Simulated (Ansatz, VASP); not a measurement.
# Pb in two plane-wave programs

Wanted: the spread between two codes on one cell, functional and k mesh. The cell is taken from a series of runs on this material, whose earlier steps may have relaxed, scaled, displaced or heated it; both programs get it as it stands.

Main program and level: Ansatz 0.2.0; plane waves, with VASP 6.6.1 beside it; PBEsol.

## Step 1: The starting structure

The cell holds 3 atoms: 3 Pb. Its edges and angles: a = 3.360 Å, b = 3.360 Å, c = 33.700 Å, α = 90.0°, β = 90.0°, γ = 90.0°. It derives from Pb. Vacuum lies along c.

As a file:

```cif
data_structure
_symmetry_space_group_name_H-M 'P 1'
_symmetry_Int_Tables_number 1
_cell_length_a 3.3598
_cell_length_b 3.3598
_cell_length_c 33.7000
_cell_angle_alpha 90.000
_cell_angle_beta 90.000
_cell_angle_gamma 90.000
_cell_volume 380.41
loop_
_atom_site_label
_atom_site_type_symbol
_atom_site_fract_x
_atom_site_fract_y
_atom_site_fract_z
_atom_site_occupancy
Pb1 Pb 0.00000 0.00000 0.19253 1
Pb2 Pb 0.50000 0.50000 0.26632 1
Pb3 Pb 0.00000 0.00000 0.34012 1
```

## Step 2: VASP: zone-centre phonons, PBEsol

Second derivatives magnify differences that forces hide, and they need a tight electronic threshold.

Lines of VASP's logs that name or quote its potential files are left out, and so is its time.

File INCAR:

```
SYSTEM = Pb
PREC = Accurate
ENCUT = 500
EDIFF = 1E-08
NELM = 120
ISMEAR = 1
SIGMA = 0.2
LREAL = .FALSE.
ALGO = Normal
GGA = PS
NBANDS = 27
LORBIT = 11
LWAVE = .FALSE.
LCHARG = .FALSE.
ISIF = 2
IBRION = 8
LASPH = .TRUE.
GGA_COMPAT = .FALSE.
NELMDL = -8
KPAR = 2
```

File POSCAR:

```
Pb
1.0
    2.3757363246      2.3757363246      0.0000000000
   -2.3757363246      2.3757363246      0.0000000000
    0.0000000000      0.0000000000     33.6999994000
Pb
3
Direct
    0.0000000000      0.0000000000      0.1925254773
    0.5000000000      0.5000000000      0.2663204795
    0.0000000000      0.0000000000      0.3401154817
```

File KPOINTS:

```
Automatic mesh
0
Gamma
12 12 1
0 0 0
```

PAW data sets: Pb_d (PBE family, release 64).

Started as:

```sh
$ mpirun -np 2 vasp_std
```

Numbers of over 12 decimals in the logs are rounded to 6 here.

What it wrote:

```text
[banner, memory and clock lines left out]
running    2 mpi-ranks, on    1 nodes
 distrk:  each k-point on    1 cores,    2 groups
 distr:  one band on    1 cores,    1 groups

 POSCAR found type information on POSCAR Pb
 POSCAR found :  1 types and       3 ions
|                                                                             |
|               ----> ADVICE to this user running VASP <----                  |
|                                                                             |
|     You enforced a specific xc type in the INCAR file but a different       |
|     [... a line on the potential file left out ...]
|     I HOPE YOU KNOW WHAT YOU ARE DOING!                                     |
|                                                                             |

 LDA part: xc-table for (Slater+PW92), standard interpolation
 POSCAR, INCAR and KPOINTS ok, starting setup
 FFT: planning ... GRIDC
 FFT: planning ... GRID_SOFT
 FFT: planning ... GRID
 WAVECAR not read
 entering main loop
       N       E                     dE             d eps       ncg     rms          rms(c)
DAV:   1     0.423917217735E+03    0.42392E+03   -0.17835E+04  1736   0.122E+03
DAV:   2     0.236350889204E+02   -0.40028E+03   -0.39582E+03  1695   0.378E+02
DAV:   3    -0.100715601136E+02   -0.33707E+02   -0.33386E+02  1838   0.154E+02
DAV:   4    -0.114002041727E+02   -0.13286E+01   -0.13272E+01  1878   0.422E+01
DAV:   5    -0.114426353098E+02   -0.42431E-01   -0.42430E-01  2157   0.577E+00
DAV:   6    -0.114440188919E+02   -0.13836E-02   -0.13836E-02  1973   0.104E+00
DAV:   7    -0.114440591381E+02   -0.40246E-04   -0.40246E-04  2392   0.133E-01
DAV:   8    -0.114440598303E+02   -0.69226E-06   -0.69183E-06  2182   0.161E-02    0.125E+00
DAV:   9    -0.113073394884E+02    0.13672E+00   -0.26327E-01  1933   0.714E+00    0.672E-01
DAV:  10    -0.112795483404E+02    0.27791E-01   -0.15546E-01  1754   0.398E+00    0.297E-01
DAV:  11    -0.112766920090E+02    0.28563E-02   -0.78509E-03  1912   0.104E+00    0.168E-01
DAV:  12    -0.112735512356E+02    0.31408E-02   -0.55434E-03  1938   0.479E-01    0.604E-02
DAV:  13    -0.112739696802E+02   -0.41844E-03   -0.46271E-04  1733   0.262E-01    0.420E-02
DAV:  14    -0.112742810573E+02   -0.31138E-03   -0.64458E-04  1978   0.320E-01    0.171E-02
[...]
DAV:  23    -0.112753229119E+02   -0.30248E-05   -0.10519E-07  1215   0.198E-03    0.169E-04
DAV:  24    -0.112753241422E+02   -0.12302E-05   -0.18018E-08  1176   0.134E-03    0.756E-05
DAV:  25    -0.112753250323E+02   -0.89010E-06   -0.16065E-08  1136   0.104E-03    0.879E-05
DAV:  26    -0.112753253847E+02   -0.35245E-06   -0.42806E-09  1139   0.151E-03    0.387E-05
DAV:  27    -0.112753254627E+02   -0.77961E-07    0.10785E-09  1126   0.507E-04    0.444E-05
DAV:  28    -0.112753254923E+02   -0.29648E-07    0.15022E-09  1026   0.353E-04    0.650E-06
DAV:  29    -0.112753255053E+02   -0.12988E-07    0.18741E-09  1012   0.178E-04    0.984E-06
DAV:  30    -0.112753255102E+02   -0.49140E-08    0.20389E-09   970   0.145E-04
   1 F= -.11275326E+02 E0= -.11272736E+02  d E =-.776748E-02
 Linear response reoptimize wavefunctions to high precision
DAV:   1    -0.112753255138E+02   -0.35952E-08    0.21013E-09  1018   0.110E-04
DAV:   2    -0.112753255139E+02   -0.21828E-10    0.21480E-09   987   0.515E-05
DAV:   3    -0.112753255138E+02    0.10914E-10    0.21610E-09   994   0.416E-05
 Linear response DOF=           4
 Linear response progress:
  Degree of freedom:   1/  4
       N       E                     dE             d eps       ncg     rms          rms(c)
RMM:   1    -0.321048714429E+00   -0.32105E+00   -0.20781E-01  3361   0.441E+00
RMM:   2    -0.323114186978E+00   -0.20655E-02   -0.11559E-02  3671   0.915E-01    0.227E-02
RMM:   3    -0.323225322424E+00   -0.11114E-03   -0.15883E-03  3904   0.287E-01    0.135E-02
RMM:   4    -0.323069005530E+00    0.15632E-03   -0.13030E-04  3728   0.883E-02    0.535E-03
RMM:   5    -0.323042499749E+00    0.26506E-04   -0.21836E-05  3882   0.318E-02    0.319E-03
RMM:   6    -0.323032932912E+00    0.95668E-05   -0.32894E-06  3906   0.106E-02    0.196E-03
RMM:   7    -0.323019045828E+00    0.13887E-04   -0.38468E-07  3886   0.472E-03    0.333E-04
RMM:   8    -0.323015127151E+00    0.39187E-05   -0.35826E-07  3943   0.189E-03    0.134E-04
RMM:   9    -0.323013140205E+00    0.19869E-05   -0.88438E-08  3902   0.836E-04    0.230E-05
RMM:  10    -0.323013080031E+00    0.60174E-07   -0.92214E-08  3998   0.395E-04    0.168E-05
RMM:  11    -0.323013193432E+00   -0.11340E-06   -0.35146E-08  4053   0.212E-04    0.104E-05
RMM:  12    -0.323013267661E+00   -0.74228E-07   -0.41892E-08  4080   0.121E-04    0.252E-06
RMM:  13    -0.323013299563E+00   -0.31902E-07   -0.34099E-08  4117   0.756E-05    0.105E-06
RMM:  14    -0.323013300253E+00   -0.69050E-09   -0.19238E-08  3968   0.532E-05    0.630E-07
 first order change of Fermi-energy   0.33681E-04
 force on displaced ion       1 direction 1 :  -0.535   0.000  -0.005
 Linear response progress:
  Degree of freedom:   2/  4
       N       E                     dE             d eps       ncg     rms          rms(c)
RMM:   1    -0.381184534908E+00   -0.38118E+00   -0.18888E-01  2187   0.453E+00
RMM:   2    -0.383563043860E+00   -0.23785E-02   -0.13454E-02  2459   0.101E+00    0.281E-02
RMM:   3    -0.383973359825E+00   -0.41032E-03   -0.21471E-03  2561   0.304E-01    0.139E-02
RMM:   4    -0.383953163921E+00    0.20196E-04   -0.17479E-04  2554   0.103E-01    0.108E-02
RMM:   5    -0.383936991622E+00    0.16172E-04   -0.34897E-05  2583   0.398E-02    0.626E-03
RMM:   6    -0.383920668457E+00    0.16323E-04   -0.48511E-06  2490   0.150E-02    0.158E-03
RMM:   7    -0.383915520703E+00    0.51478E-05   -0.12895E-06  2594   0.573E-03    0.524E-04
RMM:   8    -0.383912748535E+00    0.27722E-05   -0.51185E-07  2297   0.247E-03    0.236E-04
RMM:   9    -0.383911026124E+00    0.17224E-05   -0.22590E-07  2420   0.131E-03    0.108E-04
RMM:  10    -0.383910922916E+00    0.10321E-06   -0.10475E-07  2614   0.571E-04    0.791E-05
RMM:  11    -0.383911066053E+00   -0.14314E-06   -0.55851E-08  2624   0.340E-04    0.504E-05
RMM:  12    -0.383911619754E+00   -0.55370E-06   -0.30017E-08  2571   0.193E-04    0.278E-05
RMM:  13    -0.383912082464E+00   -0.46271E-06   -0.23102E-08  2689   0.157E-04    0.157E-05
RMM:  14    -0.383912008164E+00    0.74300E-07   -0.10896E-08  2605   0.971E-05    0.898E-06
RMM:  15    -0.383911914039E+00    0.94125E-07   -0.81430E-09  2708   0.831E-05    0.462E-06
RMM:  16    -0.383911930752E+00   -0.16713E-07   -0.61223E-09  2730   0.590E-05    0.244E-06
RMM:  17    -0.383911957605E+00   -0.26853E-07   -0.80033E-09  2730   0.491E-05    0.112E-06
RMM:  18    -0.383911964269E+00   -0.66643E-08   -0.52570E-09  2761   0.374E-05    0.601E-07
 first order change of Fermi-energy   0.45531E+00
 force on displaced ion       1 direction 3 :  -0.000   0.000  -1.528
 Linear response progress:
  Degree of freedom:   3/  4
       N       E                     dE             d eps       ncg     rms          rms(c)
RMM:   1    -0.321044507145E+00   -0.32104E+00   -0.19182E-01  3328   0.411E+00
RMM:   2    -0.323160556130E+00   -0.21160E-02   -0.12928E-02  3602   0.895E-01    0.249E-02
RMM:   3    -0.323306078906E+00   -0.14552E-03   -0.18535E-03  3860   0.285E-01    0.135E-02
RMM:   4    -0.323163019300E+00    0.14306E-03   -0.16382E-04  3728   0.889E-02    0.491E-03
RMM:   5    -0.323142453098E+00    0.20566E-04   -0.20673E-05  3834   0.298E-02    0.247E-03
RMM:   6    -0.323123448851E+00    0.19004E-04   -0.37634E-06  3850   0.112E-02    0.482E-04
RMM:   7    -0.323123170568E+00    0.27828E-06   -0.87860E-07  3844   0.411E-03    0.237E-04
RMM:   8    -0.323119617125E+00    0.35534E-05   -0.40610E-07  3896   0.168E-03    0.126E-04
RMM:   9    -0.323118046126E+00    0.15710E-05   -0.16041E-07  3896   0.738E-04    0.536E-05
RMM:  10    -0.323117381166E+00    0.66496E-06   -0.11444E-07  3935   0.333E-04    0.115E-05
RMM:  11    -0.323117271933E+00    0.10923E-06   -0.10200E-07  4071   0.154E-04    0.600E-06
RMM:  12    -0.323117307052E+00   -0.35120E-07   -0.69511E-08  4077   0.799E-05    0.131E-06
RMM:  13    -0.323117271560E+00    0.35492E-07   -0.69979E-08  3681   0.465E-05    0.933E-07
RMM:  14    -0.323117286976E+00   -0.15415E-07   -0.50378E-08  2904   0.292E-05    0.625E-07
RMM:  15    -0.323117284020E+00    0.29559E-08   -0.48075E-08  2698   0.213E-05    0.239E-07
 first order change of Fermi-energy   0.43046E-03
 force on displaced ion       2 direction 1 :  -1.090   0.000   0.000
 Linear response progress:
  Degree of freedom:   4/  4
       N       E                     dE             d eps       ncg     rms          rms(c)
RMM:   1    -0.382629510432E+00   -0.38263E+00   -0.18033E-01  2161   0.424E+00
RMM:   2    -0.384242711815E+00   -0.16132E-02   -0.17053E-02  2268   0.108E+00    0.435E-02
RMM:   3    -0.384464982753E+00   -0.22227E-03   -0.30202E-03  2515   0.371E-01    0.316E-02
RMM:   4    -0.384279944188E+00    0.18504E-03   -0.30394E-04  2498   0.121E-01    0.142E-02
RMM:   5    -0.384209103599E+00    0.70841E-04   -0.53513E-05  2536   0.468E-02    0.586E-03
RMM:   6    -0.384160725550E+00    0.48378E-04   -0.10056E-05  2480   0.178E-02    0.141E-03
RMM:   7    -0.384161825479E+00   -0.10999E-05   -0.38922E-06  2335   0.688E-03    0.651E-04
RMM:   8    -0.384156484611E+00    0.53409E-05   -0.18442E-06  2525   0.319E-03    0.277E-04
RMM:   9    -0.384153156613E+00    0.33280E-05   -0.91799E-07  2277   0.143E-03    0.111E-04
RMM:  10    -0.384151857509E+00    0.12991E-05   -0.40952E-07  2563   0.645E-04    0.483E-05
RMM:  11    -0.384152050620E+00   -0.19311E-06   -0.24561E-07  2555   0.336E-04    0.352E-05
RMM:  12    -0.384152366817E+00   -0.31620E-06   -0.75214E-08  2654   0.185E-04    0.236E-05
RMM:  13    -0.384152069120E+00    0.29770E-06   -0.54760E-08  2274   0.153E-04    0.180E-05
RMM:  14    -0.384152175968E+00   -0.10685E-06   -0.28854E-08  2459   0.101E-04    0.834E-06
RMM:  15    -0.384152176249E+00   -0.28168E-09   -0.13685E-08  2691   0.696E-05    0.551E-06
 first order change of Fermi-energy  -0.29130E-03
 force on displaced ion       2 direction 3 :  -0.000  -0.000  -2.816
 Linear response finished
```

From OUTCAR (step 2):

```text
ion  position               nearest neighbor table
   1  0.000  0.000  0.193-   2 3.44   2 3.44   2 3.44   2 3.44
   2  0.500  0.500  0.266-   1 3.44   3 3.44   1 3.44   3 3.44   1 3.44   3 3.44   1 3.44   3 3.44

  LATTYP: Found a simple tetragonal cell.
 ALAT       =     3.3597985309
 C/A-ratio  =    10.0303631573

 Subroutine GETGRP returns: Found 16 space group operations
 (whereof  8 operations were pure point group operations)

The static configuration has the point symmetry C_4v.
 The point group associated with its full space group is D_4h.

 Found     28 irreducible k-points:

   k-points           NKPTS =     28   k-points in BZ     NKDIM =     28   number of bands    NBANDS=     27

   dimension x,y,z NGX =    28 NGY =   28 NGZ =  250
   dimension x,y,z NGXF=    56 NGYF=   56 NGZF=  500

   ENCUT  =  500.0 eV  36.75 Ry    6.06 a.u.   6.13  6.13 61.44*2*pi/ulx,y,z

   NELECT =      42.0000    total number of electrons

 k-points in reciprocal lattice and weights: Automatic mesh
   0.00000000  0.00000000  0.00000000       0.007
   0.08333333  0.00000000  0.00000000       0.028
   0.16666667  0.00000000  0.00000000       0.028
   0.25000000  0.00000000  0.00000000       0.028
   0.33333333  0.00000000  0.00000000       0.028
   0.41666667  0.00000000  0.00000000       0.028
   0.50000000  0.00000000  0.00000000       0.014
   0.08333333  0.08333333  0.00000000       0.028
   0.16666667  0.08333333  0.00000000       0.056
[...]
0.50000000  0.41666667  0.00000000       0.028
   0.50000000  0.50000000  0.00000000       0.007

 average (electrostatic) potential at core
       1 -98.4684       2 -98.3596       3 -98.4683

  Total       -0.0523643     -0.0523643     -0.0488407      0.0000000      0.0000000      0.0000000
  in kB       -0.2205411     -0.2205411     -0.2057010      0.0000000      0.0000000      0.0000000
  external PRESSURE =      -0.2155944 kB  Pullay stress =       0.0000000 kB

  energy-cutoff  :      500.00
  volume of cell :      380.41
      direct lattice vectors                 reciprocal lattice vectors
     2.375736325  2.375736325  0.000000000     0.210461066  0.210461066  0.000000000
    -2.375736325  2.375736325  0.000000000    -0.210461066  0.210461066  0.000000000
     0.000000000  0.000000000 33.699999400     0.000000000  0.000000000  0.029673591

 POSITION                                       TOTAL-FORCE (eV/Angst)
 -----------------------------------------------------------------------------------
      0.00000      0.00000      6.48811        -0.000000     -0.000000      0.000721
      0.00000      2.37574      8.97500        -0.000000      0.000000     -0.000000
      0.00000      0.00000     11.46189         0.000000      0.000000     -0.000721
 -----------------------------------------------------------------------------------
    total drift:                                0.000000     -0.000000      0.000143

 Eigenvectors and eigenvalues of the dynamical matrix
 ----------------------------------------------------

   1 f  =    2.230549 THz    14.014956 2PiTHz   74.403122 cm-1     9.224807 meV
             X         Y         Z           dx          dy          dz
      0.000000  0.000000  6.488108    -0.000000    0.000000   -0.407600
      0.000000  2.375736  8.975000     0.000000   -0.000000    0.817144
      0.000000  0.000000 11.461892    -0.000000    0.000000   -0.407600

   2 f  =    1.396790 THz     8.776292 2PiTHz   46.591908 cm-1     5.776658 meV
             X         Y         Z           dx          dy          dz
      0.000000  0.000000  6.488108    -0.000000    0.000000   -0.707107
      0.000000  2.375736  8.975000     0.000000   -0.000000    0.000000
      0.000000  0.000000 11.461892    -0.000000    0.000000    0.707107

   3 f  =    1.389192 THz     8.728548 2PiTHz   46.338441 cm-1     5.745232 meV
             X         Y         Z           dx          dy          dz
      0.000000  0.000000  6.488108     0.085448    0.399667    0.000000
      0.000000  2.375736  8.975000    -0.170613   -0.798010   -0.000000
      0.000000  0.000000 11.461892     0.085448    0.399667    0.000000

   4 f  =    1.389192 THz     8.728548 2PiTHz   46.338441 cm-1     5.745232 meV
             X         Y         Z           dx          dy          dz
      0.000000  0.000000  6.488108    -0.399667    0.085448    0.000000
      0.000000  2.375736  8.975000     0.798010   -0.170613   -0.000000
      0.000000  0.000000 11.461892    -0.399667    0.085448   -0.000000

   5 f  =    0.785390 THz     4.934749 2PiTHz   26.197780 cm-1     3.248109 meV
             X         Y         Z           dx          dy          dz
      0.000000  0.000000  6.488108    -0.148702   -0.691294    0.000000
      0.000000  2.375736  8.975000    -0.000000    0.000000    0.000000
      0.000000  0.000000 11.461892     0.148702    0.691294    0.000000

   6 f  =    0.785390 THz     4.934749 2PiTHz   26.197780 cm-1     3.248109 meV
             X         Y         Z           dx          dy          dz
      0.000000  0.000000  6.488108    -0.691294    0.148702    0.000000
      0.000000  2.375736  8.975000    -0.000000   -0.000000    0.000000
      0.000000  0.000000 11.461892     0.691294   -0.148702    0.000000

   7 f/i=    0.001086 THz     0.006822 2PiTHz    0.036219 cm-1     0.004491 meV
             X         Y         Z           dx          dy          dz
      0.000000  0.000000  6.488108     0.380138    0.434119    0.000000
      0.000000  2.375736  8.975000     0.380769    0.434840    0.000000
      0.000000  0.000000 11.461892     0.380138    0.434119    0.000000

   8 f/i=    0.001086 THz     0.006822 2PiTHz    0.036219 cm-1     0.004491 meV
             X         Y         Z           dx          dy          dz
      0.000000  0.000000  6.488108    -0.434119    0.380138   -0.000000
      0.000000  2.375736  8.975000    -0.434840    0.380769   -0.000000
      0.000000  0.000000 11.461892    -0.434119    0.380138   -0.000000

   9 f/i=    0.002503 THz     0.015728 2PiTHz    0.083500 cm-1     0.010353 meV
             X         Y         Z           dx          dy          dz
      0.000000  0.000000  6.488108     0.000000    0.000000   -0.577808
      0.000000  2.375736  8.975000     0.000000    0.000000   -0.576434
      0.000000  0.000000 11.461892     0.000000    0.000000   -0.577808

 ELASTIC MODULI CONTR FROM IONIC RELAXATION (kBar)
 Direction    XX          YY          ZZ          XY          YZ          ZX
 --------------------------------------------------------------------------------
 XX         -59.9427    -59.9427    -73.4752      0.0000     -0.0000     -0.0000
 YY         -59.9427    -59.9427    -73.4752      0.0000     -0.0000     -0.0000
 ZZ         -73.4752    -73.4752    -90.0627      0.0000     -0.0000     -0.0000
 XY           0.0000      0.0000      0.0000      0.0000      0.0000      0.0000
 YZ          -0.0000     -0.0000     -0.0000      0.0000     -8.8292     -0.0000
 ZX          -0.0000     -0.0000     -0.0000      0.0000     -0.0000    -30.4616
 --------------------------------------------------------------------------------
```

(Continued in part 2 of 2.)

[Lines on the potential files, build, host, timing and source positions are cut from VASP's logs without a mark.]

[Logs are printed without paths, hosts, clocks, repeated set-up lines and the standing remarks that a program may print on its own settings, such as how far it seeks lower states.]

[Hosts, paths, dates, database ids (printed as entryN), source tags and the programs' standing remarks are cut or masked in the printed files.]
